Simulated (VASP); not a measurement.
Output of a VASP run:

### OSZICAR
```
...
DAV:   1     0.524975393810E+02    0.52498E+02   -0.67736E+03   848   0.111E+03
DAV:   2    -0.171445971295E+02   -0.69642E+02   -0.62497E+02   956   0.198E+02
DAV:   3    -0.191997796249E+02   -0.20552E+01   -0.20173E+01  1084   0.328E+01
DAV:   4    -0.192144068146E+02   -0.14627E-01   -0.14621E-01   984   0.329E+00
DAV:   5    -0.192145821893E+02   -0.17537E-03   -0.17537E-03  1072   0.374E-01    0.101E+01
DAV:   6    -0.186638167901E+02    0.55077E+00   -0.23122E+00   988   0.152E+01    0.263E+00
DAV:   7    -0.185641016687E+02    0.99715E-01   -0.15218E-01   936   0.392E+00    0.186E+00
DAV:   8    -0.185219547653E+02    0.42147E-01   -0.34576E-02   980   0.172E+00    0.268E-01
DAV:   9    -0.185217581376E+02    0.19663E-03   -0.16781E-03  1000   0.379E-01    0.165E-01
DAV:  10    -0.185217525557E+02    0.55818E-05   -0.20782E-04   992   0.137E-01    0.165E-02
DAV:  11    -0.185217495740E+02    0.29818E-05   -0.12058E-05  1004   0.369E-02    0.767E-03
DAV:  12    -0.185217496364E+02   -0.62449E-07   -0.48052E-07   548   0.593E-03
   1 F= -.12612321E+02 E0= -.12612460E+02  d E =-.126123E+02
       N       E                     dE             d eps       ncg     rms          rms(c)
DAV:   1    -0.204504178038E+02   -0.19287E+01   -0.46072E+01   936   0.747E+01    0.172E+01
DAV:   2    -0.175696577537E+02    0.28808E+01   -0.13541E+01   920   0.380E+01    0.457E+00
DAV:   3    -0.174846592789E+02    0.84998E-01   -0.44476E-01   880   0.726E+00    0.188E+00
DAV:   4    -0.174578213942E+02    0.26838E-01   -0.69301E-02   912   0.158E+00    0.377E-01
DAV:   5    -0.174583125506E+02   -0.49116E-03   -0.40233E-03  1016   0.642E-01    0.241E-01
DAV:   6    -0.174585526995E+02   -0.24015E-03   -0.35110E-04   944   0.187E-01    0.760E-02
DAV:   7    -0.174585976105E+02   -0.44911E-04   -0.49991E-05   920   0.456E-02    0.663E-03
DAV:   8    -0.174585976868E+02   -0.76264E-07   -0.92657E-07   684   0.799E-03
   2 F= -.12354751E+02 E0= -.12354371E+02  d E =0.257570E+00
       N       E                     dE             d eps       ncg     rms          rms(c)
DAV:   1    -0.196576711166E+02   -0.21991E+01   -0.21203E+01   920   0.498E+01    0.704E+00
DAV:   2    -0.183589060362E+02    0.12988E+01   -0.57945E+00   904   0.270E+01    0.220E+00
DAV:   3    -0.183360018787E+02    0.22904E-01   -0.13888E-01   900   0.373E+00    0.139E+00
DAV:   4    -0.183255453383E+02    0.10457E-01   -0.34942E-02   864   0.107E+00    0.182E-01
DAV:   5    -0.183249381316E+02    0.60721E-03   -0.55224E-03   960   0.706E-01    0.135E-01
DAV:   6    -0.183248800561E+02    0.58076E-04   -0.52260E-04   932   0.253E-01    0.675E-02
DAV:   7    -0.183248958133E+02   -0.15757E-04   -0.31903E-05   940   0.390E-02    0.903E-03
DAV:   8    -0.183248955398E+02    0.27352E-06   -0.13155E-06   656   0.958E-03
   3 F= -.12685172E+02 E0= -.12685124E+02  d E =-.728508E-01
       N       E                     dE             d eps       ncg     rms          rms(c)
DAV:   1    -0.183168296979E+02    0.80661E-02   -0.48631E-03   928   0.758E-01    0.123E-01
DAV:   2    -0.183165202351E+02    0.30946E-03   -0.15259E-03   924   0.423E-01    0.261E-02
DAV:   3    -0.183165103086E+02    0.99265E-05   -0.44480E-05   896   0.729E-02    0.978E-03
DAV:   4    -0.183165078221E+02    0.24865E-05   -0.72237E-06   908   0.157E-02    0.316E-03
DAV:   5    -0.183165077714E+02    0.50680E-07   -0.90194E-07   436   0.103E-02
   4 F= -.12685255E+02 E0= -.12685201E+02  d E =-.729335E-01
```

OUTCAR:
```
------------------------ aborting loop because EDIFF is reached ----------------------------------------
  FORCE on cell =-STRESS in cart. coord.  units (eV):
  Direction    XX          YY          ZZ          XY          YZ          ZX
  --------------------------------------------------------------------------------------
  Total        5.6271619      5.6271619      5.6271619      0.0000000      0.0000000     -0.0000000
  in kB      199.8547065    199.8547065    199.8547065      0.0000000      0.0000000     -0.0000000
  external PRESSURE =      -0.1452935 kB  Pullay stress =     200.0000000 kB
  volume of cell :       45.11
      direct lattice vectors                 reciprocal lattice vectors
    -0.000000000  2.825434249  2.825434249    -0.176963948  0.176963948  0.176963948
     2.825434249 -0.000000000  2.825434249     0.176963948 -0.176963948  0.176963948
     2.825434249  2.825434249 -0.000000000     0.176963948  0.176963948 -0.176963948
 POSITION                                       TOTAL-FORCE (eV/Angst)
 -----------------------------------------------------------------------------------
      1.41272      1.41272      1.41272         0.000000      0.000000      0.000000
      4.23815      4.23815      4.23815        -0.000000     -0.000000     -0.000000
      2.82543     -0.00000      2.82543         0.000000      0.000000      0.000000
 -----------------------------------------------------------------------------------
    total drift:                                0.000000     -0.000000     -0.000000
  FREE ENERGIE OF THE ION-ELECTRON SYSTEM (eV)
  ---------------------------------------------------
  free  energy   TOTEN  =       -18.3165077714 eV

  energy  without entropy=      -18.3163471072  energy(sigma->0) =      -18.31645422
  enthalpy is  TOTEN    =       -12.6852549644 eV   P V=        5.6312528070

 reached required accuracy - stopping structural energy minimisation
```
(Selected blocks of OUTCAR.)

File POSCAR:
```
PtAl2
1
    0.0000000000     2.8712125968     2.8712125968
    2.8712125968     0.0000000000     2.8712125968
    2.8712125968     2.8712125968     0.0000000000
Al Pt
2 1
Direct
  0.2500000000   0.2500000000   0.2500000000
  0.7500000000   0.7500000000   0.7500000000
  0.0000000000   0.0000000000   0.0000000000
```

### Question
Reconstruct the remaining input files.

### Answer
Several could match; the one computed here: the input of the run itself, LDA (Ceperley-Alder, Perdew-Zunger), plane waves, VASP's LDA PAW potentials (set 64).

### KPOINTS
```
Regular mesh
0
Gamma
 9 9 9
0 0 0
```

### INCAR
```
ALGO = Normal
EDIFF = 1E-6
EDIFFG = -0.02
ENCUT = 500
IBRION = 2
ISIF = 3
ISMEAR = 1
LASPH = .True.
LCHARG = .False.
LMAXMIX = 6
LREAL = .False.
LWAVE = .False.
NELM = 100
NSW = 40
PREC = Accurate
PSTRESS = 200
SIGMA = 0.1
SYSTEM = PtAl2
```

POTCAR, in this order: Al Pt (LDA.64 set). Program: vasp_std.

Energy and stress use the plane-wave basis of the starting cell.

The compound is PtAl2 in the fluorite structure. This run relaxes it under an external pressure of 20 GPa. Symmetry was kept, so distortions that lower it aren't found.
